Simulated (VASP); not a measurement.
Data:

```yaml
crystal:
  lattice:
    - [2.34128, -4.05521, 0.00000]
    - [2.34128, 4.05521, 0.00000]
    - [0.00000, 0.00000, 7.65221]
  atoms:
    - { symbol: Ag, position: [0.66667, 0.33333, 0.50009] }
    - { symbol: Ag, position: [0.33333, 0.66667, 0.00009] }
    - { symbol: I, position: [0.66667, 0.33333, 0.87491] }
    - { symbol: I, position: [0.33333, 0.66667, 0.37491] }
```

Level of theory: PBE GGA, VASP's PBE PAW potentials (set 64) (plane waves; VASP 6.6.1). Run with 520 eV cut-off, 4×4×2 Γ-centred mesh, Gaussian smearing of 0.050 eV, potentials Ag I.

**Question.** What does the run give for the energy per atom (σ→0)?

**Answer.** 
```yaml
energy per atom (σ→0): -2.391 eV/atom
```

The absolute energy has meaning only against runs of the same code, potentials and settings.

The compound is AgI in the wurtzite structure. It was relaxed first, which changed the volume by +6 %.
